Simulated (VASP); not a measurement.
# AgAs (Pmma) in VASP: reference runs

Reference runs on AgAs: the cell as given and a disturbed copy.

Program: VASP 6.6.1. These are calculated values, not measurements. Logs are shortened: lines on timing, memory, paths and dates and some standing lists are left out, and cuts for length are marked.

## (1) The crystal as given

The structure is orthorhombic, space group Pmma (No. 51). Conventional cell: a = 4.991 Å, b = 2.961 Å, c = 5.173 Å, α = 90.00°, β = 90.00°, γ = 90.00°. Ag (site symmetry mm2) is surrounded by 4 Ag at 2.96 to 3.02 Å and 8 As at 2.98 to 3.03 Å. As (site symmetry mm2) has 4 As at 2.96 to 3.03 Å and 8 Ag at 2.98 to 3.03 Å as nearest neighbours.

The cell comes from a database or a generator and needn't be the stable form of this composition.

## (2) Single point, PBE

File INCAR:

```
SYSTEM = AgAs
  ALGO = Normal
  EDIFF = 1E-7
  ENCUT = 520
  GGA = PE
  ISIF = 2
  ISMEAR = -1
  LASPH = .True.
  LCHARG = .True.
  LELF = .True.
  LREAL = .False.
  LVHAR = .True.
  LWAVE = .False.
  NBANDS = 24
  NELM = 60
  PREC = Accurate
  SIGMA = 0.05
```

File KPOINTS:

```
k-points
0
Gamma
  6 9 5
  0 0 0
```

File POSCAR:

```
AgAs
1.0
    4.9913820000      0.0000000000      0.0000000000
    0.0000000000      2.9607890000      0.0000000000
    0.0000000000      0.0000000000      5.1726990000
Ag As
2 2
Direct
    0.7500000000      0.0000000000      0.1647710000
    0.2500000000      0.0000000000      0.8352290000
    0.2500000000      0.5000000000      0.3343550000
    0.7500000000      0.5000000000      0.6656450000
```

Potentials or basis: VASP PAW PBE potentials, release 64 (Ag, As).

Run with:

```
> cat potpaw_PBE.64/Ag/POTCAR potpaw_PBE.64/As/POTCAR > POTCAR
> mpirun -np 1 vasp_std > vasp.out
```

OUTCAR:

```text
SYSTEM = AgAs
   EDIFF = 1E-7
   ENCUT = 520
   GGA = PE
   ISIF = 2
   ISMEAR = -1
   LASPH = .True.
   LREAL = .False.
   NELM = 60
   PREC = Accurate

 ion  position               nearest neighbor table
   1  0.750  0.000  0.165-   4 2.98   4 2.98   4 2.98   4 2.98   2 3.02   2 3.02   3 3.03   3 3.03
                             3 3.03   3 3.03
   2  0.250  0.000  0.835-   3 2.98   3 2.98   3 2.98   3 2.98   1 3.02   1 3.02   4 3.03   4 3.03
                             4 3.03   4 3.03
   3  0.250  0.500  0.334-   2 2.98   2 2.98   2 2.98   2 2.98   1 3.03   1 3.03   1 3.03   1 3.03

   4  0.750  0.500  0.666-   1 2.98   1 2.98   1 2.98   1 2.98   2 3.03   2 3.03   2 3.03   2 3.03

  LATTYP: Found a simple orthorhombic cell.
 ALAT       =     2.9607890000
 B/A-ratio  =     1.6858283383
 C/A-ratio  =     1.7470677580

  Lattice vectors:

 A1 = (   0.0000000000,  -2.9607890000,   0.0000000000)
 A2 = (   4.9913820000,   0.0000000000,   0.0000000000)
 A3 = (   0.0000000000,   0.0000000000,   5.1726990000)

Analysis of symmetry for initial positions (statically):
=====================================================================
 Subroutine PRICEL returns:
 Original cell was already a primitive cell.

 Routine SETGRP: Setting up the symmetry group for a
 simple orthorhombic supercell.

 Subroutine GETGRP returns: Found  8 space group operations
 (whereof  4 operations were pure point group operations)
 out of a pool of  8 trial point group operations.

The static configuration has the point symmetry C_2h.
 The point group associated with its full space group is D_2h.

Analysis of symmetry for dynamics (positions and initial velocities):
=====================================================================
 Subroutine PRICEL returns:
 Original cell was already a primitive cell.

 Routine SETGRP: Setting up the symmetry group for a
 simple orthorhombic supercell.

 Subroutine GETGRP returns: Found  8 space group operations
 (whereof  4 operations were pure point group operations)
 out of a pool of  8 trial point group operations.

The dynamic configuration has the point symmetry C_2h.
 The point group associated with its full space group is D_2h.

 Subroutine INISYM returns: Found  8 space group operations
 (whereof  4 operations are pure point group operations),
 and found     1 'primitive' translations

----------------------------------------------------------------------------------------

                                     Primitive cell

  volume of cell :      76.4444

  direct lattice vectors                    reciprocal lattice vectors
     4.991382000  0.000000000  0.000000000     0.200345315  0.000000000  0.000000000
     0.000000000  2.960789000  0.000000000     0.000000000  0.337747810  0.000000000
     0.000000000  0.000000000  5.172699000     0.000000000  0.000000000  0.193322674

  length of vectors
     4.991382000  2.960789000  5.172699000     0.200345315  0.337747810  0.193322674

  position of ions in fractional coordinates (direct lattice)
     0.750000000  0.000000000  0.164771000
     0.250000000  0.000000000  0.835229000
     0.250000000  0.500000000  0.334355000
     0.750000000  0.500000000  0.665645000

  ion indices of the primitive-cell ions
   primitive index   ion index
                 1           1
                 2           2
                 3           3
                 4           4

----------------------------------------------------------------------------------------

 KPOINTS: k-points

Automatic generation of k-mesh.
 Grid dimensions read from file:
 generate k-points for:    6    9    5

 Generating k-lattice:

  Cartesian coordinates                     Fractional coordinates (reciprocal lattice)
     0.033390886  0.000000000  0.000000000     0.166666667  0.000000000  0.000000000
     0.000000000  0.037527534  0.000000000     0.000000000  0.111111111  0.000000000
     0.000000000  0.000000000  0.038664535     0.000000000  0.000000000  0.200000000

  Length of vectors
     0.033390886  0.037527534  0.038664535

  Shift w.r.t. Gamma in fractional coordinates (k-lattice)
     0.000000000  0.000000000  0.000000000

 Subroutine IBZKPT returns following result:
 ===========================================

 Found     60 irreducible k-points:

 Following reciprocal coordinates:
            Coordinates               Weight
  0.000000  0.000000  0.000000      1.000000
  0.166667  0.000000  0.000000      2.000000
  0.333333  0.000000  0.000000      2.000000
  0.500000  0.000000  0.000000      1.000000
  0.000000  0.111111  0.000000      2.000000
  0.166667  0.111111  0.000000      4.000000
[... 16 lines left out ...]
  0.333333  0.000000  0.200000      4.000000
  0.500000  0.000000  0.200000      2.000000
 [... further k-points ...]
   k-points           NKPTS =     60   k-points in BZ     NKDIM =     60   number of bands    NBANDS=     24
   number of dos      NEDOS =    301   number of ions     NIONS =      4
   total plane-waves  NPLWV =  38400
   dimension x,y,z NGX =    40 NGY =   24 NGZ =   40
   dimension x,y,z NGXF=    80 NGYF=   48 NGZF=   80
   ions per type =               2   2
   NGX,Y,Z   is equivalent  to a cutoff of  13.32, 13.48, 12.86 a.u.
   NGXF,Y,Z  is equivalent  to a cutoff of  26.65, 26.95, 25.71 a.u.
 SYSTEM =  AgAs
   PREC   = accura    normal or accurate (medium, high low for compatibility)
   ISTART =      0    job   : 0-new  1-cont  2-samecut
   ICHARG =      2    charge: 1-file 2-atom 10-const
   ISPIN  =      1    spin polarized calculation?
   LNONCOLLINEAR =      F non collinear calculations
   LSORBIT =      F    spin-orbit coupling
   LASPH  =      T    aspherical Exc in radial PAW
   ENCUT  =  520.0 eV  38.22 Ry    6.18 a.u.   9.28  5.51  9.62*2*pi/ulx,y,z
   NELM   =     60;   NELMIN=  2; NELMDL= -5     # of ELM steps
   EDIFF  = 0.1E-06   stopping-criterion for ELM
   LREAL  =      F    real-space projection
   EDIFFG = 0.1E-05   stopping-criterion for IOM
   NSW    =      0    number of steps for IOM
   IBRION =     -1    ionic relax: 0-MD 1-quasi-New 2-CG
   NFREE  =      0    steps in history (QN), initial steepest desc. (CG)
   ISIF   =      2    stress and relaxation
   ISYM   =      2    0-nonsym 1-usesym 2-fastsym
   POTIM  = 0.5000    time-step for ionic-motion
   TEBEG  =    0.0;   TEEND  =   0.0 temperature during run
   PSTRESS=    0.0 pullay stress
   NELECT =      32.0000    total number of electrons
   NUPDOWN=      -1.0000    fix difference up-down
   EMIN   =  10.00;   EMAX   =-10.00  energy-range for DOS
   EFERMI =   0.00;   METHOD = LEGACY
   ISMEAR =    -1;   SIGMA  =   0.05  broadening in eV -4-tet -1-fermi 0-gaus
   EFERMI_NEDOS =   21; number of points for ismear=-14 and -15
   IALGO  =     38    algorithm
   IMIX   =      4    mixing-type and parameters
     AMIX     =   0.40;   BMIX     =  1.00
     AMIX_MAG =   1.60;   BMIX_MAG =  1.00
  volume/ion in A,a.u.               =      19.11       128.97
  Fermi-wavevector in a.u.,A,eV,Ry     =   1.224643  2.314241 20.405359  1.499752
  Thomas-Fermi vector in A             =   2.359711
   LORBIT       =      0    0 simple, 1 ext, 2 COOP (PROOUT), +10 PAW based schemes
   GGA     = PE    functional components
   LHFCALC =     F    Hartree Fock is set to
   AEXX    =    0.0000 exact exchange contribution
   IVDW    =     0    specifies the selected vdW correction
   LEPSILON=     F    determine dielectric tensor
   LRPA    =     F    only Hartree local field effects (RPA)
 non-spin polarized calculation
  energy-cutoff  :      520.00
  volume of cell :       76.44
 maximum number of plane-waves:      2084
 NGX is ok and might be reduce to    40
   NGX = 19   NGY = 11   NGZ = 19

 number of electron      32.0000005 magnetization

 Free energy of the ion-electron system (eV)
  ---------------------------------------------------
  ext. energy  EPLUGINS =         0.00000000
  ---------------------------------------------------
  free energy    TOTEN  =       -13.91197472 eV

  energy without entropy =      -13.89978496  energy(sigma->0) =      -13.90587984

 E-fermi :   6.9051     XC(G=0): -11.1459

 val. band max:        6.8804312649   @ k =   0.1667   0.4444   0.4000
 cond. band min:       6.9126590460   @ k =   0.1667   0.2222   0.0000
 fundamental gap:      0.0322277810
 Fermi energy:         6.9051404201

 k-point     1 :       0.0000    0.0000    0.0000
  band No.  band energies     occupation
      1      -6.2463      2.00000
      2      -4.0431      2.00000
      3       1.2617      2.00000
      4       1.3687      2.00000
      5       1.4765      2.00000
      6       1.6918      2.00000
[... 16 lines left out ...]
     23      17.6253      0.00000
     24      18.0255      0.00000

 k-point     2 :       0.1667    0.0000    0.0000
  band No.  band energies     occupation
      1      -6.1188      2.00000
      2      -4.2030      2.00000
      3       1.2277      2.00000
      4       1.2754      2.00000
      5       1.6084      2.00000
      6       1.6781      2.00000
[... 16 lines left out ...]
     23      16.8586      0.00000
     24      17.5766      0.00000

 k-point     3 :       0.3333    0.0000    0.0000
  band No.  band energies     occupation
      1      -5.7553      2.00000
      2      -4.6429      2.00000
      3       1.1088      2.00000
      4       1.2822      2.00000
      5       1.6157      2.00000
      6       1.7237      2.00000
[... 16 lines left out ...]
     23      15.8594      0.00000
     24      16.9401      0.00000
[... 514 lines left out ...]
 k-point    23 :       0.3333    0.0000    0.2000
  band No.  band energies     occupation
      1      -5.6541      2.00000
      2      -4.6160      2.00000
      3       0.5957      2.00000
      4       1.2666      2.00000
      5       1.4761      2.00000
      6       1.7141      2.00000
[... 16 lines left out ...]
     23      15.7109      0.00000
     24      16.5458      0.00000

 k-point    24 :       0.5000    0.0000    0.2000
  band No.  band energies     occupation
      1      -5.1454      2.00000
      2      -5.1454      2.00000
      3       0.8601      2.00000
      4       0.8601      2.00000
      5       1.5481      2.00000
      6       1.5481      2.00000
[... 16 lines left out ...]
     23      16.1495      0.00000
     24      16.1495      0.00000

 [... further k-points ...]

------------------------ aborting loop because EDIFF is reached ----------------------------------------

  FORCE on cell =-STRESS in cart. coord.  units (eV):
  Direction    XX          YY          ZZ          XY          YZ          ZX
  --------------------------------------------------------------------------------------
  -------------------------------------------------------------------------------------
  Total       -0.6587079     -0.1536499     -0.4961578      0.0000000      0.0000000      0.0000000
  in kB      -13.8056861     -3.2203088    -10.3988417      0.0000000      0.0000000      0.0000000
  external PRESSURE =      -9.1416122 kB  Pullay stress =       0.0000000 kB

 VOLUME and BASIS-vectors are now :
 -----------------------------------------------------------------------------
  energy-cutoff  :      520.00
  volume of cell :       76.44
      direct lattice vectors                 reciprocal lattice vectors
     4.991382000  0.000000000  0.000000000     0.200345315  0.000000000  0.000000000
     0.000000000  2.960789000  0.000000000     0.000000000  0.337747810  0.000000000
     0.000000000  0.000000000  5.172699000     0.000000000  0.000000000  0.193322674

 POSITION                                       TOTAL-FORCE (eV/Angst)
 -----------------------------------------------------------------------------------
      3.74354      0.00000      0.85231        -0.000000     -0.000000     -0.048376
      1.24785      0.00000      4.32039         0.000000     -0.000000      0.048376
      1.24785      1.48039      1.72952        -0.000000      0.000000      0.096565
      3.74354      1.48039      3.44318         0.000000     -0.000000     -0.096565
 -----------------------------------------------------------------------------------
    total drift:                               -0.000000      0.000000      0.000000

  FREE ENERGIE OF THE ION-ELECTRON SYSTEM (eV)
  ---------------------------------------------------
  free  energy   TOTEN  =       -13.9119747160 eV

  energy  without entropy=      -13.8997849590  energy(sigma->0) =      -13.90587984
```

It took 45 s on 1 thread of Intel Xeon Platinum 8488C (Sapphire Rapids), shared host; peak memory 0.24 GiB.

Results:

```yaml
Free_energy: -13.9120 eV
Pressure: -0.9 GPa
Largest_force: 0.097 eV/Å
Band_gap_on_the_k_mesh: none (metal or under the smearing width)
```

Forces on the atoms (eV/Å):
```
Ag   0.000  0.000 -0.048
Ag   0.000  0.000  0.048
As   0.000  0.000  0.097
As   0.000  0.000 -0.097
```

Levels at points of the mesh, in eV from the Fermi level:
```csv
k point,band 14,band 15,band 16,band 17,band 18,band 19
"(0.00, 0.00, 0.00)",-3.57,-2.61,0.37,0.43,1.43,2.82
"(0.50, 0.00, 0.00)",-3.75,-2.00,-2.00,3.40,3.40,3.78
```

## (3) Single point, PBE (atoms moved at random, drawn with an rms of 0.05 Å)

File INCAR:

```
SYSTEM = AgAs
PREC = Accurate
ENCUT = 520
EDIFF = 1E-7
ISMEAR = -1
SIGMA = 0.05
LREAL = .FALSE.
LASPH = .TRUE.
NELM = 60
ALGO = Normal
ISIF = 2
LWAVE = .FALSE.
LCHARG = .FALSE.
GGA = PE
NBANDS = 24
```

File KPOINTS:

```
regular mesh
0
G
  6 9 5
  0 0 0
```

File POSCAR:

```
AgAs
1.0
    4.9913820000      0.0000000000      0.0000000000
    0.0000000000      2.9607890000      0.0000000000
    0.0000000000      0.0000000000      5.1726990000
Ag As
2 2
Direct
    0.7568830000     -0.0098330000      0.1594680000
    0.2564910000      0.0043100000      0.8336150000
    0.2498690000      0.5064920000      0.3267600000
    0.7453410000      0.5047510000      0.6656040000
```

Potentials or basis: VASP PAW PBE potentials, release 64 (Ag, As).

Run with:

```
> cat potpaw_PBE.64/Ag/POTCAR potpaw_PBE.64/As/POTCAR > POTCAR
> mpirun -np 1 vasp_std > vasp.out
```

Run time: 2.1 min. Hardware: 1 thread of Intel Xeon Platinum 8488C (Sapphire Rapids), shared host; peak memory 0.35 GiB.

The run converged. Its results:

| Quantity | Value |
| --- | --- |
| Free energy | -13.9050 eV |
| Pressure | -0.9 GPa |
| Largest force | 0.163 eV/Å |
| Band gap on the k mesh | none (metal or under the smearing width) |

Forces in eV/Å, atoms in the order of the input:
```
Ag  -0.039  0.011  0.018
Ag  -0.048  0.000 -0.021
As   0.039 -0.009  0.158
As   0.047 -0.003 -0.155
```

Stress tensor (GPa, compression positive):
```
-1.50 -0.01 -0.02
-0.01 -0.33  0.06
-0.02  0.06 -0.83
```

Levels at points of the mesh, in eV from the Fermi level:
```tsv
k point	band 12	band 13	band 14	band 15	band 16	band 17	band 18	band 19	band 20	band 21
(0.00, 0.00, 0.00)	-4.03	-3.87	-3.61	-2.51	0.33	0.46	1.33	2.83	4.48	4.77
(0.50, 0.00, 0.00)	-3.94	-3.73	-3.72	-2.05	-2.04	3.44	3.52	3.76	3.81	7.15
```
